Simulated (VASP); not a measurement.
Computed with revTPSS meta-GGA, VASP's PBE PAW potentials (set 64) (plane waves; VASP).

Input for VASP

### POSCAR
```
PtSe2
1
    1.8264537700    -3.1635109656     0.0000000000
    1.8264537700     3.1635109656     0.0000000000
    0.0000000000     0.0000000000     5.2631356896
Pt Se
1 2
Direct
  0.0000000000   0.0000000000   0.0000000000
  0.3333330000   0.6666670000   0.2415864900
  0.6666670000   0.3333330000   0.7584135100
```

### INCAR
```
ALGO = Normal
EDIFF = 1E-7
EDIFFG = -0.01
ENCUT = 520
IBRION = 2
ISIF = 4
ISMEAR = 1
LASPH = .TRUE.
LCHARG = .FALSE.
LMAXMIX = 6
LMIXTAU = .TRUE.
LREAL = .FALSE.
LWAVE = .FALSE.
METAGGA = RTPSS
NELM = 100
NSW = 30
PREC = Accurate
SIGMA = 0.1
SYSTEM = PtSe2
```

KPOINTS:
```
Automatic mesh
0
Gamma
10 10 6
0 0 0
```

POTCAR, in this order: Pt Se (PBE.64 set). Program: vasp_std.

Output

File OSZICAR:
```
       N       E                     dE             d eps       ncg     rms          rms(c)
DAV:   1     0.179808154232E+03    0.17981E+03   -0.10448E+04  2192   0.134E+03
DAV:   2     0.494175159677E+02   -0.13039E+03   -0.12686E+03  2748   0.272E+02
DAV:   3     0.433825827023E+02   -0.60349E+01   -0.58890E+01  2854   0.640E+01
DAV:   4     0.433265234915E+02   -0.56059E-01   -0.56045E-01  2566   0.681E+00
DAV:   5     0.433258183145E+02   -0.70518E-03   -0.70514E-03  2952   0.716E-01    0.150E+01
DAV:   6     0.432154904751E+02   -0.11033E+00   -0.18993E+01  2342   0.517E+01    0.972E+00
DAV:   7     0.417054636191E+02   -0.15100E+01   -0.23265E+00  2454   0.173E+01    0.402E+00
DAV:   8     0.417322826566E+02    0.26819E-01   -0.11599E-01  2545   0.325E+00    0.127E+00
DAV:   9     0.417181858946E+02   -0.14097E-01   -0.33792E-02  2412   0.162E+00    0.290E-01
DAV:  10     0.417144504100E+02   -0.37355E-02   -0.33238E-03  2405   0.688E-01    0.181E-01
DAV:  11     0.417181155864E+02    0.36652E-02   -0.39844E-03  2335   0.741E-01    0.698E-02
DAV:  12     0.417137247010E+02   -0.43909E-02   -0.16378E-03  2195   0.522E-01    0.204E-02
DAV:  13     0.417136764221E+02   -0.48279E-04   -0.84251E-05  2818   0.103E-01    0.148E-02
DAV:  14     0.417136793545E+02    0.29324E-05   -0.32754E-05  2216   0.685E-02    0.507E-03
DAV:  15     0.417136560212E+02   -0.23333E-04   -0.10055E-05  2601   0.434E-02    0.219E-03
DAV:  16     0.417136591322E+02    0.31110E-05   -0.16575E-06  2440   0.174E-02    0.118E-03
DAV:  17     0.417136554898E+02   -0.36424E-05   -0.16468E-06  2223   0.180E-02    0.590E-04
DAV:  18     0.417136555406E+02    0.50737E-07   -0.10145E-07  2172   0.449E-03
   1 F= 0.41713656E+02 E0= 0.41713679E+02  d E =0.417137E+02
       N       E                     dE             d eps       ncg     rms          rms(c)
DAV:   1     0.416660057985E+02   -0.47650E-01   -0.49252E+00  2160   0.140E+01    0.123E+00
DAV:   2     0.416532592349E+02   -0.12747E-01   -0.18456E-01  2580   0.305E+00    0.545E-01
DAV:   3     0.416549522909E+02    0.16931E-02   -0.88844E-03  2562   0.764E-01    0.299E-01
DAV:   4     0.416551361273E+02    0.18384E-03   -0.30440E-03  2534   0.425E-01    0.915E-02
DAV:   5     0.416549515547E+02   -0.18457E-03   -0.51778E-04  2300   0.227E-01    0.621E-02
DAV:   6     0.416549156908E+02   -0.35864E-04   -0.10905E-04  2566   0.104E-01    0.151E-02
DAV:   7     0.416549106948E+02   -0.49960E-05   -0.18672E-05  2314   0.470E-02    0.424E-03
DAV:   8     0.416549044026E+02   -0.62921E-05   -0.64656E-06  2321   0.247E-02    0.222E-03
DAV:   9     0.416549044718E+02    0.69232E-07   -0.17403E-06  2300   0.141E-02    0.121E-03
DAV:  10     0.416549036311E+02   -0.84071E-06   -0.94257E-07  2363   0.107E-02    0.819E-04
DAV:  11     0.416549033695E+02   -0.26166E-06   -0.80506E-08  2025   0.321E-03    0.229E-04
DAV:  12     0.416549033646E+02   -0.48594E-08   -0.64756E-09  1143   0.789E-04
   2 F= 0.41654903E+02 E0= 0.41654986E+02  d E =-.587522E-01
       N       E                     dE             d eps       ncg     rms          rms(c)
DAV:   1     0.416575558994E+02    0.26525E-02   -0.83084E+00  2160   0.182E+01    0.152E+00
DAV:   2     0.416329976355E+02   -0.24558E-01   -0.31342E-01  2573   0.392E+00    0.669E-01
DAV:   3     0.416354996251E+02    0.25020E-02   -0.13863E-02  2490   0.937E-01    0.370E-01
DAV:   4     0.416359409863E+02    0.44136E-03   -0.49221E-03  2510   0.531E-01    0.113E-01
DAV:   5     0.416355934326E+02   -0.34755E-03   -0.10317E-03  2293   0.310E-01    0.789E-02
DAV:   6     0.416354510577E+02   -0.14237E-03   -0.20340E-04  2335   0.144E-01    0.201E-02
DAV:   7     0.416354422421E+02   -0.88156E-05   -0.30178E-05  2370   0.562E-02    0.599E-03
DAV:   8     0.416354349711E+02   -0.72710E-05   -0.10779E-05  2258   0.301E-02    0.268E-03
DAV:   9     0.416354341593E+02   -0.81179E-06   -0.26367E-06  2272   0.161E-02    0.112E-03
DAV:  10     0.416354333847E+02   -0.77458E-06   -0.13068E-06  2370   0.118E-02    0.899E-04
DAV:  11     0.416354330455E+02   -0.33923E-06   -0.12269E-07  1934   0.404E-03    0.255E-04
DAV:  12     0.416354330394E+02   -0.60909E-08   -0.87704E-09  1136   0.965E-04
   3 F= 0.41635433E+02 E0= 0.41635441E+02  d E =-.782225E-01
       N       E                     dE             d eps       ncg     rms          rms(c)
DAV:   1     0.416353377383E+02   -0.95307E-04   -0.28231E-01  2160   0.339E+00    0.282E-01
DAV:   2     0.416342964249E+02   -0.10413E-02   -0.10228E-02  2580   0.715E-01    0.122E-01
DAV:   3     0.416343533944E+02    0.56970E-04   -0.41449E-04  2525   0.166E-01    0.631E-02
DAV:   4     0.416343649078E+02    0.11513E-04   -0.16006E-04  2513   0.975E-02    0.178E-02
DAV:   5     0.416343520492E+02   -0.12859E-04   -0.27931E-05  2293   0.507E-02    0.136E-02
DAV:   6     0.416343496586E+02   -0.23906E-05   -0.49234E-06  2566   0.221E-02    0.370E-03
DAV:   7     0.416343492551E+02   -0.40346E-06   -0.81047E-07  2286   0.917E-03    0.122E-03
DAV:   8     0.416343491012E+02   -0.15390E-06   -0.30943E-07  2293   0.522E-03    0.499E-04
DAV:   9     0.416343491265E+02    0.25263E-07   -0.84966E-08  1626   0.300E-03
   4 F= 0.41634349E+02 E0= 0.41634359E+02  d E =-.793064E-01
       N       E                     dE             d eps       ncg     rms          rms(c)
DAV:   1     0.416090847766E+02   -0.25264E-01   -0.11401E+00  2230   0.771E+00    0.711E-01
DAV:   2     0.416251814277E+02    0.16097E-01   -0.46540E-02  2391   0.184E+00    0.364E-01
DAV:   3     0.416257800731E+02    0.59865E-03   -0.94187E-03  2489   0.920E-01    0.204E-01
DAV:   4     0.416265116618E+02    0.73159E-03   -0.28858E-03  2412   0.441E-01    0.831E-02
DAV:   5     0.416264967407E+02   -0.14921E-04   -0.29343E-04  2356   0.143E-01    0.336E-02
DAV:   6     0.416264968615E+02    0.12081E-06   -0.58542E-05  2510   0.787E-02    0.118E-02
DAV:   7     0.416264752398E+02   -0.21622E-04   -0.21941E-05  2202   0.518E-02    0.518E-03
DAV:   8     0.416264687597E+02   -0.64800E-05   -0.59046E-06  2377   0.274E-02    0.247E-03
DAV:   9     0.416264667653E+02   -0.19944E-05   -0.12406E-06  2272   0.126E-02    0.810E-04
DAV:  10     0.416264666768E+02   -0.88560E-07   -0.16123E-07  1801   0.457E-03
   5 F= 0.41626467E+02 E0= 0.41626475E+02  d E =-.788245E-02
       N       E                     dE             d eps       ncg     rms          rms(c)
DAV:   1     0.416049627410E+02   -0.21504E-01   -0.12331E+00  2216   0.802E+00    0.742E-01
DAV:   2     0.416223290228E+02    0.17366E-01   -0.50018E-02  2377   0.190E+00    0.379E-01
DAV:   3     0.416229790612E+02    0.65004E-03   -0.10319E-02  2461   0.959E-01    0.212E-01
DAV:   4     0.416237792296E+02    0.80017E-03   -0.31759E-03  2419   0.463E-01    0.861E-02
DAV:   5     0.416237653844E+02   -0.13845E-04   -0.31628E-04  2279   0.148E-01    0.349E-02
DAV:   6     0.416237657084E+02    0.32394E-06   -0.63439E-05  2552   0.822E-02    0.121E-02
DAV:   7     0.416237414792E+02   -0.24229E-04   -0.24549E-05  2174   0.543E-02    0.544E-03
DAV:   8     0.416237342766E+02   -0.72026E-05   -0.64553E-06  2335   0.285E-02    0.258E-03
DAV:   9     0.416237321501E+02   -0.21265E-05   -0.13669E-06  2251   0.131E-02    0.850E-04
DAV:  10     0.416237320264E+02   -0.12374E-06   -0.18121E-07  1752   0.485E-03    0.367E-04
DAV:  11     0.416237319294E+02   -0.96961E-07   -0.56457E-08  1773   0.238E-03
   6 F= 0.41623732E+02 E0= 0.41623779E+02  d E =-.106172E-01
```

### OUTCAR
```
------------------------ aborting loop because EDIFF is reached ----------------------------------------
  FORCE on cell =-STRESS in cart. coord.  units (eV):
  Direction    XX          YY          ZZ          XY          YZ          ZX
  --------------------------------------------------------------------------------------
  Total        0.3423674      0.3423674      0.3460409     -0.0000000      0.0000000      0.0000000
  in kB        9.0188329      9.0188348      9.1156027     -0.0000000      0.0000000      0.0000000
  external PRESSURE =       9.0510901 kB  Pullay stress =       0.0000000 kB
  volume of cell :       60.82
      direct lattice vectors                 reciprocal lattice vectors
     1.872899511 -3.243957441 -0.000000000     0.266965738 -0.154132725  0.000000000
     1.872899511  3.243957441  0.000000000     0.266965738  0.154132725 -0.000000000
    -0.000000000  0.000000000  5.005332943    -0.000000000 -0.000000000  0.199786910
 POSITION                                       TOTAL-FORCE (eV/Angst)
 -----------------------------------------------------------------------------------
      0.00000      0.00000      0.00000        -0.000000     -0.000000      0.000000
      1.87290      1.08132      1.28424         0.000000      0.000000     -0.006909
      1.87290     -1.08132      3.72109         0.000000     -0.000000      0.006909
 -----------------------------------------------------------------------------------
    total drift:                               -0.000000      0.000000      0.000000
  FREE ENERGIE OF THE ION-ELECTRON SYSTEM (eV)
  ---------------------------------------------------
  free  energy   TOTEN  =        41.6237319294 eV

  energy  without entropy=       41.6238737715  energy(sigma->0) =       41.62377921

 reached required accuracy - stopping structural energy minimisation
```
(Selected blocks of OUTCAR.)

CONTCAR:
```
PtSe2
   1.00000000000000
     1.8728995105691721   -3.2439574413387424   -0.0000000000000000
     1.8728995105691721    3.2439574413387424    0.0000000000000000
    -0.0000000000000000    0.0000000000000000    5.0053329425699191
  Pt              Se
     1     2
Direct
     0.0000000000000000    0.0000000000000000    0.0000000000000000
     0.3333330000000032    0.6666669999999968    0.2565749942652251
     0.6666669999999968    0.3333330000000032    0.7434250057347750
```

**OUTCAR**
```
 val. band max:        6.3974175434   @ k =   0.3000   0.3000   0.0000

 cond. band min:       6.4266732457   @ k =  -0.1000   0.4000   0.1667


 Fermi energy:         6.4001887620

 k-point     1 :       0.0000    0.0000    0.0000
  band No.  band energies     occupation
      1      -9.3945      2.00000
      2      -6.5144      2.00000
      3      -0.8666      2.00000
      4       0.0501      2.00000
      5       0.0501      2.00000
      6       2.3894      2.00000
      7       2.3895      2.00000
      8       3.7553      2.00000
      9       5.3425      2.00000
     10       5.3425      2.00000
     11       6.9035     -0.00000
     12       7.7040     -0.00000
     13       7.7041     -0.00000
     14       9.8115      0.00000
     15      10.6102      0.00000

 k-point     2 :       0.1000   -0.0000    0.0000
  band No.  band energies     occupation
      1      -9.2841      2.00000
      2      -6.5640      2.00000
      3      -0.7308      2.00000
      4       0.1228      2.00000
      5       0.1260      2.00000
      6       2.2451      2.00000
      7       2.3123      2.00000
      8       3.5460      2.00000
      9       4.9174      2.00000
     10       5.2120      2.00000
     11       6.4287      0.53916
     12       7.7141     -0.00000
     13       7.7676     -0.00000
     14      10.5652      0.00000
     15      11.2510      0.00000

 k-point     3 :       0.2000   -0.0000    0.0000
  band No.  band energies     occupation
      1      -8.9687      2.00000
      2      -6.6992      2.00000
      3      -0.3531      2.00000
      4       0.3166      2.00000
      5       0.3430      2.00000
      6       1.6624      2.00000
      7       2.1596      2.00000
      8       3.0581      2.00000
      9       4.3948      2.00000
     10       4.8019      2.00000
     11       5.4989      2.00000
     12       7.8032     -0.00000
     13       8.0013     -0.00000
     14      11.3169      0.00000
     15      12.2778      0.00000
...
```

Without a dispersion term in the relaxation, distances and binding between the weakly bound layers, chains or molecules are unreliable, and so is what depends on them. Unless said otherwise, spin-orbit coupling is left out, though it shifts the bands of the heavy elements here.

The compound is PtSe2 in the 1T layered structure. This cell is one point of a volume scan, at 0.94 of the reference volume. Symmetry was kept, so distortions that lower it aren't found.
